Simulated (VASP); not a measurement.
Computed with PBE GGA, VASP's PBE PAW potentials (set 64) (plane waves; VASP).

A VASP calculation is set up with these files.

### KPOINTS
```
Automatic mesh
0
Gamma
7 7 7
0 0 0
```

**POSCAR**
```
Al3Sc
1.0
  4.1063577756   0.0000000000   0.0000000000
  0.0000000000   4.1063577756   0.0000000000
  0.0000000000   0.0000000000   4.1063577756
Sc Al
1 3
Direct
  0.0000000000   0.0000000000   0.0000000000
  0.0000000000   0.5000000000   0.5000000000
  0.5000000000   0.0000000000   0.5000000000
  0.5000000000   0.5000000000   0.0000000000
```

**INCAR**
```
! general
SYSTEM   =  Al3Sc
PREC     =  Accurate
ENCUT    =  400   ! plane-wave cut-off (eV)
LREAL    =  .FALSE.   ! projection in real space or not
LASPH    =  .TRUE.

! electronic loop
EDIFF    =  1E-8
NELM     =  100
ALGO     =  Normal   ! blocked Davidson
LMAXMIX  =  4

! smearing
ISMEAR   =  1   ! Methfessel-Paxton
SIGMA    =  0.1   ! width (eV)

! functional
GGA      =  PE   ! PBE

! ions
IBRION   =  1   ! quasi-Newton
NSW      =  30
ISIF     =  2
EDIFFG   =  -0.001   ! ionic stop

! output
LWAVE    =  .FALSE.
LCHARG   =  .FALSE.
```

POTCAR, in this order: Sc_sv Al (PBE.64 set). Program: vasp_std.

The run wrote:

OSZICAR:
```
       N       E                     dE             d eps       ncg     rms          rms(c)
DAV:   1     0.985724041091E+02    0.98572E+02   -0.72477E+03   568   0.105E+03
DAV:   2    -0.130988328435E+02   -0.11167E+03   -0.10970E+03   574   0.333E+02
DAV:   3    -0.201784709376E+02   -0.70796E+01   -0.69398E+01   848   0.649E+01
DAV:   4    -0.203160076599E+02   -0.13754E+00   -0.13734E+00   740   0.106E+01
DAV:   5    -0.203196990594E+02   -0.36914E-02   -0.36907E-02   844   0.169E+00    0.869E+00
DAV:   6    -0.193678286664E+02    0.95187E+00   -0.49267E+00   928   0.254E+01    0.306E+00
DAV:   7    -0.193199687135E+02    0.47860E-01   -0.95216E-02   686   0.278E+00    0.178E+00
DAV:   8    -0.192966001126E+02    0.23369E-01   -0.38135E-02   854   0.179E+00    0.234E-01
DAV:   9    -0.192962911678E+02    0.30894E-03   -0.27875E-03   728   0.553E-01    0.991E-02
DAV:  10    -0.192962419932E+02    0.49175E-04   -0.16185E-04   830   0.134E-01    0.626E-02
DAV:  11    -0.192962389722E+02    0.30210E-05   -0.26639E-05   776   0.379E-02    0.323E-02
DAV:  12    -0.192962349248E+02    0.40474E-05   -0.23730E-05   918   0.571E-02    0.473E-03
DAV:  13    -0.192962348428E+02    0.82063E-07   -0.16006E-06   876   0.143E-02    0.169E-03
DAV:  14    -0.192962348901E+02   -0.47334E-07   -0.52355E-07   922   0.657E-03    0.552E-04
DAV:  15    -0.192962348700E+02    0.20050E-07   -0.39788E-08   626   0.222E-03    0.184E-04
DAV:  16    -0.192962348646E+02    0.54076E-08   -0.26358E-09   358   0.622E-04
   1 F= -.19296235E+02 E0= -.19295757E+02  d E =-.192962E+02
```

**OUTCAR**
```
------------------------ aborting loop because EDIFF is reached ----------------------------------------
  FORCE on cell =-STRESS in cart. coord.  units (eV):
  Direction    XX          YY          ZZ          XY          YZ          ZX
  --------------------------------------------------------------------------------------
  Total       -0.0453534     -0.0453534     -0.0453534      0.0000000      0.0000000     -0.0000000
  in kB       -1.0494226     -1.0494226     -1.0494226      0.0000000      0.0000000     -0.0000000
  external PRESSURE =      -1.0494226 kB  Pullay stress =       0.0000000 kB
  volume of cell :       69.24
      direct lattice vectors                 reciprocal lattice vectors
     4.106357776  0.000000000  0.000000000     0.243524811  0.000000000  0.000000000
     0.000000000  4.106357776  0.000000000     0.000000000  0.243524811  0.000000000
     0.000000000  0.000000000  4.106357776     0.000000000  0.000000000  0.243524811
 POSITION                                       TOTAL-FORCE (eV/Angst)
 -----------------------------------------------------------------------------------
      0.00000      0.00000      0.00000         0.000000      0.000000      0.000000
      0.00000      2.05318      2.05318         0.000000      0.000000      0.000000
      2.05318      0.00000      2.05318         0.000000      0.000000      0.000000
      2.05318      2.05318      0.00000         0.000000      0.000000      0.000000
 -----------------------------------------------------------------------------------
    total drift:                               -0.000000     -0.000000     -0.000000
  FREE ENERGIE OF THE ION-ELECTRON SYSTEM (eV)
  ---------------------------------------------------
  free  energy   TOTEN  =       -19.2962348646 eV

  energy  without entropy=      -19.2948013364  energy(sigma->0) =      -19.29575702

 reached required accuracy - stopping structural energy minimisation
```
(Selected blocks of OUTCAR.)

File OUTCAR:
```
 val. band max:        6.9914070757   @ k =   0.4286   0.4286   0.1429

 cond. band min:       7.0824534994   @ k =   0.2857   0.0000   0.0000


 Fermi energy:         7.0314860522

 k-point     1 :       0.0000    0.0000    0.0000
  band No.  band energies     occupation
      1     -41.8799      2.00000
      2     -20.5804      2.00000
      3     -20.5804      2.00000
      4     -20.5804      2.00000
      5      -2.8058      2.00000
      6       4.5431      2.00000
      7       4.5431      2.00000
      8       5.3464      2.00000
      9       5.3464      2.00000
     10       5.3464      2.00000
     11       8.4248     -0.00000
     12       8.4419     -0.00000
     13       8.4419     -0.00000
     14       8.4419     -0.00000

 k-point     2 :       0.1429    0.0000    0.0000
  band No.  band energies     occupation
      1     -41.8800      2.00000
      2     -20.5861      2.00000
      3     -20.5800      2.00000
      4     -20.5800      2.00000
      5      -2.6200      2.00000
      6       3.2852      2.00000
      7       4.6898      2.00000
      8       5.3708      2.00000
      9       5.3708      2.00000
     10       6.1523      2.00000
     11       8.3393     -0.00000
     12       8.3393     -0.00000
     13       8.4979     -0.00000
     14       9.1303      0.00000

 k-point     3 :       0.2857    0.0000    0.0000
  band No.  band energies     occupation
      1     -41.8794      2.00000
      2     -20.5989      2.00000
      3     -20.5790      2.00000
      4     -20.5790      2.00000
      5      -2.0751      2.00000
      6       1.6488      2.00000
      7       5.0997      2.00000
      8       5.4201      2.00000
      9       5.4201      2.00000
     10       7.0825      0.24927
     11       8.1868     -0.00000
     12       8.1868     -0.00000
     13       8.6320     -0.00000
     14       9.1684      0.00000

 k-point     4 :       0.4286    0.0000    0.0000
  band No.  band energies     occupation
...
```

The compound is Al3Sc in the L1_2 structure. It was relaxed first. The start is the result of an earlier pass.
